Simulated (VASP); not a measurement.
Computed with SCAN meta-GGA, VASP's PBE PAW potentials (set 64) (plane waves; VASP).

VASP ran on this input.

POSCAR:
```
Tc
1.0
  1.3896631732  -2.4069676166   0.0000000000
  1.3896631732   2.4069676166   0.0000000000
  0.0000000000   0.0000000000   4.4659134106
Tc
2
Direct
  0.3333330000   0.6666670000   0.2500000000
  0.6666670000   0.3333330000   0.7500000000
```

### INCAR
```
SYSTEM = Tc
PREC = Accurate; ENCUT = 520; LREAL = .FALSE.
LASPH = .TRUE.
EDIFF = 1E-7; NELM = 100; ALGO = Normal
LMAXMIX = 4; LMIXTAU = .TRUE.
ISMEAR = 1; SIGMA = 0.1
METAGGA = SCAN
IBRION = 2; NSW = 30; ISIF = 4
EDIFFG = -0.01
LWAVE = .FALSE.; LCHARG = .FALSE.
```

KPOINTS:
```
Automatic mesh
0
Gamma
15 15 8
0 0 0
```

POTCAR, in this order: Tc_pv (PBE.64 set). Program: vasp_std.

Task: What will the output report for the number of irreducible k-points (NKPTS), largest plane-wave count, number of space-group operations, FFT grid (NGX, NGY, NGZ)?

Result: 
The number of irreducible k-points (NKPTS) is 135 and the largest plane-wave count is 817. The number of space-group operations comes out as 24 and the FFT grid (NGX, NGY, NGZ) comes out as 24 × 24 × 36.

The compound is Tc in the hcp structure. This cell is one point of a volume scan, at 1.06 of the reference volume. Symmetry was kept, so distortions that lower it aren't found.
